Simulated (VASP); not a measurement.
These are LDA (Ceperley-Alder, Perdew-Zunger), VASP's LDA PAW potentials (set 64) (plane waves; VASP) values and carry that method's errors.

The input files of a VASP run:

**INCAR**
```
ALGO = Normal
EDIFF = 1E-6
EDIFFG = -0.01
ENCUT = 520
IBRION = 2
ISIF = 3
ISMEAR = 1
LASPH = .True.
LCHARG = .False.
LREAL = .False.
LWAVE = .False.
NELM = 100
NSW = 60
PREC = Accurate
SIGMA = 0.1
SYSTEM = Li
```

POSCAR:
```
Li
1
   -1.6766740308     1.6766740308     1.6766740308
    1.6766740308    -1.6766740308     1.6766740308
    1.6766740308     1.6766740308    -1.6766740308
Li
1
Direct
  1.0000000000   1.0000000000   0.0000000000
```

### KPOINTS
```
Automatic mesh
0
Gamma
 14 14 14
0 0 0
```

POTCAR, in this order: Li_sv (LDA.64 set). Program: vasp_std.

Output

**OSZICAR**
```
       N       E                     dE             d eps       ncg     rms          rms(c)
DAV:   1     0.261796722764E+00    0.26180E+00   -0.72167E+02  1050   0.429E+02
DAV:   2    -0.192981291807E+01   -0.21916E+01   -0.20645E+01  1360   0.568E+01
DAV:   3    -0.204054396327E+01   -0.11073E+00   -0.11037E+00  1340   0.917E+00
DAV:   4    -0.204344222485E+01   -0.28983E-02   -0.28866E-02  1370   0.142E+00
DAV:   5    -0.204348256647E+01   -0.40342E-04   -0.40342E-04  1335   0.129E-01    0.190E-01
DAV:   6    -0.204270016420E+01    0.78240E-03   -0.42834E-04  1745   0.132E-01    0.112E-01
DAV:   7    -0.204235632403E+01    0.34384E-03   -0.10378E-03  1880   0.206E-01    0.325E-02
DAV:   8    -0.204235864382E+01   -0.23198E-05   -0.29533E-05  1175   0.614E-02    0.180E-03
DAV:   9    -0.204235895985E+01   -0.31603E-06   -0.16603E-06   945   0.166E-02
   1 F= -.20423590E+01 E0= -.20420700E+01  d E =-.204236E+01
```

File OUTCAR:
```
------------------------ aborting loop because EDIFF is reached ----------------------------------------
  FORCE on cell =-STRESS in cart. coord.  units (eV):
  Direction    XX          YY          ZZ          XY          YZ          ZX
  --------------------------------------------------------------------------------------
  Total        0.0048705      0.0048705      0.0048705      0.0000000     -0.0000000     -0.0000000
  in kB        0.4138807      0.4138807      0.4138807      0.0000000     -0.0000000     -0.0000000
  external PRESSURE =       0.4138807 kB  Pullay stress =       0.0000000 kB
  volume of cell :       18.85
      direct lattice vectors                 reciprocal lattice vectors
    -1.676674031  1.676674031  1.676674031     0.000000000  0.298209426  0.298209426
     1.676674031 -1.676674031  1.676674031     0.298209426  0.000000000  0.298209426
     1.676674031  1.676674031 -1.676674031     0.298209426  0.298209426  0.000000000
 POSITION                                       TOTAL-FORCE (eV/Angst)
 -----------------------------------------------------------------------------------
      0.00000      0.00000      0.00000         0.000000      0.000000      0.000000
 -----------------------------------------------------------------------------------
    total drift:                               -0.000000      0.000000     -0.000000
  FREE ENERGIE OF THE ION-ELECTRON SYSTEM (eV)
  ---------------------------------------------------
  free  energy   TOTEN  =        -2.0423589599 eV

  energy  without entropy=       -2.0414919942  energy(sigma->0) =       -2.04206997

 reached required accuracy - stopping structural energy minimisation
```
(Selected blocks of OUTCAR.)

The compound is Li in the bcc structure. It was relaxed first, which changed the volume by -11 %. The start is the result of an earlier pass.
